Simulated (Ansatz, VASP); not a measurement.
# TiGe in two plane-wave programs

Aim: how closely do two programs agree when they are given the same cell, functional and k mesh? The cell is invented: As first built, before any earlier steps moved the atoms (in the runner's words): it takes the ZrTi structure with some of its atoms replaced by other elements, volume scaled by an estimate. It may not be a known or stable phase. The cell is taken from a series of VASP runs on this material, whose earlier steps may have relaxed, scaled or displaced it; both programs get it as it stands.

Calculated with Ansatz 0.2.0; plane waves, with VASP 6.6.1 beside it; band structure at HSEsol.

### Step 1. The structure

Symmetry: P4/mmm, No. 123, tetragonal system. The conventional cell has a = 2.887 Å, b = 2.887 Å, c = 3.814 Å, α = 90.00°, β = 90.00°, γ = 90.00°. Nearest to Ge lie 8 Ti at 2.79 Å and 4 Ge at 2.89 Å. Ti has 8 Ge at 2.79 Å and 4 Ti at 2.89 Å nearest. As first built, before any earlier steps moved the atoms (in the runner's words): sites of the ZrTi structure (space group 123) filled with other elements, volume scaled by an estimate. Farther neighbours are not listed.

### Step 2. VASP: band structure, HSEsol

With cell and atoms fixed, the geometry can't cause a difference; cores, projectors, grids and the points listed under the comparison can.

Lines of VASP's logs that name or quote its potential files are left out, and so is its time.

The run reads the wave functions of an earlier VASP run, which isn't shown here.

INCAR reads:

```
SYSTEM = TiGe
PREC = Accurate
ENCUT = 410
EDIFF = 1E-06
NELM = 100
ISMEAR = 0
SIGMA = 0.02
LREAL = .FALSE.
ALGO = Normal
LHFCALC = .TRUE.
AEXX = 0.25
GGA = PS
HFSCREEN = 0.2
LASPH = .TRUE.
PRECFOCK = Fast
LORBIT = 11
LWAVE = .FALSE.
LCHARG = .FALSE.
KPAR = 4
```

POSCAR reads:

```
TiGe
1.0
    2.8870288867      0.0000000000      0.0000000000
    0.0000000000      2.8870288867      0.0000000000
    0.0000000000      0.0000000000      3.8136304620
Ge Ti
1 1
Direct
    0.5000000000      0.5000000000      0.5000000000
    0.0000000000      0.0000000000      0.0000000000
```

KPOINTS reads:

```
Automatic mesh
0
Gamma
5 5 4
0 0 0
```

KPOINTS_OPT reads:

```
Line mode
10
Line-mode
Reciprocal
  0.00000000   0.00000000   0.00000000 GAMMA
  0.00000000   0.50000000   0.00000000 X

  0.00000000   0.50000000   0.00000000 X
  0.50000000   0.50000000   0.00000000 M

  0.50000000   0.50000000   0.00000000 M
  0.00000000   0.00000000   0.00000000 GAMMA

  0.00000000   0.00000000   0.00000000 GAMMA
  0.00000000   0.00000000   0.50000000 Z

  0.00000000   0.00000000   0.50000000 Z
  0.00000000   0.50000000   0.50000000 R

  0.00000000   0.50000000   0.50000000 R
  0.50000000   0.50000000   0.50000000 A

  0.50000000   0.50000000   0.50000000 A
  0.00000000   0.00000000   0.50000000 Z

  0.00000000   0.50000000   0.00000000 X
  0.00000000   0.50000000   0.50000000 R

  0.50000000   0.50000000   0.00000000 M
  0.50000000   0.50000000   0.50000000 A
```

The projector-augmented-wave data sets are Ge_d and Ti_sv (PBE family, release 64).

On the command line:

```console
mpirun -np 4 vasp_std
```

Numbers of over 12 decimals in the logs are rounded to 6 here.

The log of the run:

```text
[banner, memory and clock lines left out]
running    4 mpi-ranks, on    1 nodes
 distrk:  each k-point on    1 cores,    4 groups
 distr:  one band on    1 cores,    1 groups

 POSCAR found type information on POSCAR GeTi
 POSCAR found :  2 types and       2 ions
|                                                                             |
|               ----> ADVICE to this user running VASP <----                  |
|                                                                             |
|     You enforced a specific xc type in the INCAR file but a different       |
|     [... a line on the potential file left out ...]
|     I HOPE YOU KNOW WHAT YOU ARE DOING!                                     |
|                                                                             |

 LDA part: xc-table for (Slater+PW92), standard interpolation
 found WAVECAR, reading the header
 POSCAR, INCAR and KPOINTS ok, starting setup
 FFT: planning ... GRIDC
 FFT: planning ... GRID_SOFT
 FFT: planning ... GRID
 reading WAVECAR
 the WAVECAR file was read successfully
 initial charge from wavefunction
 entering main loop
       N       E                     dE             d eps       ncg     rms          rms(c)
DAV:   1    -0.164792981300E+02   -0.16479E+02   -0.16432E+00   740   0.148E+01    0.224E+00
DAV:   2    -0.164293629474E+02    0.49935E-01   -0.29664E-01   716   0.661E+00    0.801E-01
DAV:   3    -0.164377175137E+02   -0.83546E-02   -0.55364E-02   910   0.186E+00    0.497E-01
DAV:   4    -0.164355463253E+02    0.21712E-02   -0.65654E-03   724   0.806E-01    0.290E-01
DAV:   5    -0.164354713367E+02    0.74989E-04   -0.22593E-03   896   0.317E-01    0.175E-01
DAV:   6    -0.164354325989E+02    0.38738E-04   -0.19652E-04   676   0.194E-01    0.950E-02
DAV:   7    -0.164354192341E+02    0.13365E-04   -0.75466E-05   847   0.822E-02    0.551E-02
DAV:   8    -0.164354168572E+02    0.23768E-05   -0.77612E-06   627   0.236E-02    0.335E-02
DAV:   9    -0.164354156312E+02    0.12260E-05   -0.29327E-06   599   0.158E-02    0.201E-02
DAV:  10    -0.164354154494E+02    0.18179E-06   -0.60966E-07   332   0.733E-03
   1 F= -.16435415E+02 E0= -.16435183E+02  d E =-.465793E-03
 Start KPOINTS_OPT (optional k-point list driver)
k-point batch [1-18\90]
       N       E                     dE             ncg
DAV:   1    -0.361658292839E+04   -0.15071E+05      628
DAV:   2    -0.721006133868E+04   -0.35935E+04      613
DAV:   3    -0.756650581501E+04   -0.35644E+03      743
DAV:   4    -0.758835445464E+04   -0.21849E+02      866
DAV:   5    -0.758953281727E+04   -0.11784E+01      907
DAV:   6    -0.758956489746E+04   -0.32080E-01      828
DAV:   7    -0.758956605321E+04   -0.11558E-02      897
DAV:   8    -0.758956611571E+04   -0.62497E-04      705
DAV:   9    -0.758956612015E+04   -0.44430E-05      617
DAV:  10    -0.758956612052E+04   -0.37048E-06      619
[...]
k-point batch [73-90\90]
       N       E                     dE             ncg
DAV:   1    -0.366931015412E+04   -0.22353E+05      628
DAV:   2    -0.721587454643E+04   -0.35466E+04      621
DAV:   3    -0.754447678400E+04   -0.32860E+03      789
DAV:   4    -0.756265388885E+04   -0.18177E+02      848
DAV:   5    -0.756363597749E+04   -0.98209E+00      901
DAV:   6    -0.756367183109E+04   -0.35854E-01      789
DAV:   7    -0.756367344952E+04   -0.16184E-02      881
DAV:   8    -0.756367356457E+04   -0.11506E-03      705
DAV:   9    -0.756367357482E+04   -0.10249E-04      615
DAV:  10    -0.756367357595E+04   -0.11298E-05      591
DAV:  11    -0.756367357610E+04   -0.14526E-06      568
```

OUTCAR, selected parts (step 2):

```text
ion  position               nearest neighbor table
   1  0.500  0.500  0.500-   2 2.79   2 2.79   2 2.79   2 2.79   2 2.79   2 2.79   2 2.79   2 2.79

  LATTYP: Found a simple tetragonal cell.
 ALAT       =     2.8870288867
 C/A-ratio  =     1.3209533440

 Subroutine GETGRP returns: Found 16 space group operations
 (whereof 16 operations were pure point group operations)

The static configuration has the point symmetry D_4h.

 Found     18 irreducible k-points:

   k-points           NKPTS =     18   k-points in BZ     NKDIM =    100   number of bands    NBANDS=     17

   dimension x,y,z NGX =    20 NGY =   20 NGZ =   28
   dimension x,y,z NGXF=    40 NGYF=   40 NGZF=   56

   ENCUT  =  410.0 eV  30.13 Ry    5.49 a.u.   4.77  4.77  6.30*2*pi/ulx,y,z

   NELECT =      26.0000    total number of electrons

 k-points in reciprocal lattice and weights: Automatic mesh
   0.00000000  0.00000000  0.00000000       0.010
   0.20000000  0.00000000  0.00000000       0.040
   0.40000000  0.00000000  0.00000000       0.040
   0.20000000  0.20000000  0.00000000       0.040
   0.40000000  0.20000000  0.00000000       0.080
   0.40000000  0.40000000  0.00000000       0.040
   0.00000000  0.00000000  0.25000000       0.020
   0.20000000  0.00000000  0.25000000       0.080
   0.40000000  0.00000000  0.25000000       0.080
[...]
0.40000000  0.20000000  0.50000000       0.080
   0.40000000  0.40000000  0.50000000       0.040

  exchange ACFDT corr.  =         0.00000000  see jH, gK, PRB 81, 115126

 average (electrostatic) potential at core
       1 -62.7666       2 -66.2390

 E-fermi :   9.3536

 k-point     1 :       0.0000    0.0000    0.0000
  band No.  band energies     occupation
    ...
      9     -18.7571      2.00000
     10      -4.6942      2.00000
     11       6.6679      2.00000
     12       7.1460      2.00000
     13       7.2435      2.00000
     14      11.7154      0.00000
     15      11.7154      0.00000
     16      13.1268      0.00000
     17      14.3433      0.00000

 k-point     2 :       0.2000    0.0000    0.0000
  band No.  band energies     occupation
    ...
      9     -18.7548      2.00000
     10      -3.8834      2.00000
     11       6.6932      2.00000
     12       6.7810      2.00000
     13       7.2246      2.00000
     14      11.3724      0.00000
     15      11.8385      0.00000
     16      12.0388      0.00000
     17      12.4399      0.00000

 k-point     3 :       0.4000    0.0000    0.0000
  band No.  band energies     occupation
    ...
      9     -18.7314      2.00000
     10      -1.6561      2.00000
     11       3.0044      2.00000
     12       6.2068      2.00000
     13       7.9473      2.00000
     14      11.0838      0.00000
     15      12.0447      0.00000
     16      12.6308      0.00000
     17      14.6374      0.00000

  energy-cutoff  :      410.00
  volume of cell :       31.79
      direct lattice vectors                 reciprocal lattice vectors
     2.887028887  0.000000000  0.000000000     0.346376860  0.000000000  0.000000000
     0.000000000  2.887028887  0.000000000     0.000000000  0.346376860  0.000000000
     0.000000000  0.000000000  3.813630462     0.000000000  0.000000000  0.262217331

 POSITION                                       TOTAL-FORCE (eV/Angst)
 -----------------------------------------------------------------------------------
      1.44351      1.44351      1.90682         0.000000      0.000000      0.000000
      0.00000      0.00000      0.00000         0.000000      0.000000      0.000000
 -----------------------------------------------------------------------------------
    total drift:                                0.000000      0.000000      0.000000

  FREE ENERGIE OF THE ION-ELECTRON SYSTEM (eV)
  ---------------------------------------------------
  free  energy   TOTEN  =       -16.4354154494 eV

  energy  without entropy=      -16.4349496560  energy(sigma->0) =      -16.43518255

 total charge
# of ion       s       p       d       tot
------------------------------------------
    1        1.136   1.248  10.045  12.429
    2        2.175   6.120   1.936  10.231
--------------------------------------------------
tot          3.311   7.368  11.981  22.660

[... 3 further parts left out ...]
```

Spin-orbit coupling is off here; it would split degenerate levels.

[end of part 1 of 2]

[Lines on the potential files, build, host, timing and source positions are cut from VASP's logs without a mark.]

[Logs are printed without paths, hosts, clocks, repeated set-up lines and the standing remarks that a program may print on its own settings, such as how far it seeks lower states.]

[Hosts, paths, dates, database ids (printed as entryN), source tags and the programs' standing remarks are cut or masked in the printed files.]
